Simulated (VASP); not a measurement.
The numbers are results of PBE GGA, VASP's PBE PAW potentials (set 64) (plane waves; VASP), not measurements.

VASP ran on this input.

### KPOINTS
```
Automatic mesh
0
Gamma
7 7 7
0 0 0
```

### INCAR
```
ALGO = Normal
EDIFF = 1E-6
EDIFFG = -0.01
ENCUT = 520
GGA = PE
IBRION = 2
ISIF = 3
ISMEAR = 0
LASPH = .True.
LCHARG = .False.
LREAL = .False.
LWAVE = .False.
NELM = 100
NSW = 60
PREC = Accurate
SIGMA = 0.05
SYSTEM = KCl
```

### POSCAR
```
KCl
1
   -0.0000000000     3.1910210739     3.1910210739
    3.1910210739    -0.0000000000     3.1910210739
    3.1910210739     3.1910210739     0.0000000000
K Cl
1 1
Direct
  0.0000000000   0.0000000000   0.0000000000
  0.5000000000   0.5000000000   0.5000000000
```

POTCAR, in this order: K_sv Cl (PBE.64 set). Program: vasp_std.

What VASP printed:

OSZICAR:
```
       N       E                     dE             d eps       ncg     rms          rms(c)
DAV:   1     0.106320342558E+03    0.10632E+03   -0.72365E+03   480   0.118E+03
DAV:   2    -0.436209433550E+00   -0.10676E+03   -0.99706E+02   608   0.274E+02
DAV:   3    -0.687542716931E+01   -0.64392E+01   -0.63934E+01   616   0.633E+01
DAV:   4    -0.711235286923E+01   -0.23693E+00   -0.23660E+00   820   0.111E+01
DAV:   5    -0.711465315835E+01   -0.23003E-02   -0.23001E-02   640   0.108E+00    0.315E+00
DAV:   6    -0.681284277997E+01    0.30181E+00   -0.56806E-01   584   0.408E+00    0.258E+00
DAV:   7    -0.679641615433E+01    0.16427E-01   -0.13824E-01   612   0.223E+00    0.151E+00
DAV:   8    -0.680936288879E+01   -0.12947E-01   -0.21206E-02   644   0.125E+00    0.184E-01
DAV:   9    -0.681030175658E+01   -0.93887E-03   -0.16034E-03   640   0.270E-01    0.103E-01
DAV:  10    -0.681098272614E+01   -0.68097E-03   -0.67331E-04   560   0.212E-01    0.124E-02
DAV:  11    -0.681099461714E+01   -0.11891E-04   -0.19280E-05   688   0.331E-02    0.651E-03
DAV:  12    -0.681099856206E+01   -0.39449E-05   -0.62113E-06   600   0.189E-02    0.299E-03
DAV:  13    -0.681099865063E+01   -0.88577E-07   -0.69035E-07   472   0.701E-03
   1 F= -.68109987E+01 E0= -.68109987E+01  d E =-.681100E+01
```

**OUTCAR**
```
------------------------ aborting loop because EDIFF is reached ----------------------------------------
  FORCE on cell =-STRESS in cart. coord.  units (eV):
  Direction    XX          YY          ZZ          XY          YZ          ZX
  --------------------------------------------------------------------------------------
  Total        0.0045735      0.0045735      0.0045735      0.0000000      0.0000000     -0.0000000
  in kB        0.1127551      0.1127551      0.1127551      0.0000000      0.0000000     -0.0000000
  external PRESSURE =       0.1127551 kB  Pullay stress =       0.0000000 kB
  volume of cell :       64.99
      direct lattice vectors                 reciprocal lattice vectors
     0.000000000  3.191021074  3.191021074    -0.156689658  0.156689658  0.156689658
     3.191021074  0.000000000  3.191021074     0.156689658 -0.156689658  0.156689658
     3.191021074  3.191021074  0.000000000     0.156689658  0.156689658 -0.156689658
  FREE ENERGIE OF THE ION-ELECTRON SYSTEM (eV)
  ---------------------------------------------------
  free  energy   TOTEN  =        -6.8109986506 eV

  energy  without entropy=       -6.8109986506  energy(sigma->0) =       -6.81099865

 reached required accuracy - stopping structural energy minimisation
```
(Selected blocks of OUTCAR.)

The compound is KCl in the rock salt structure. It was relaxed first. The start is the result of an earlier pass.
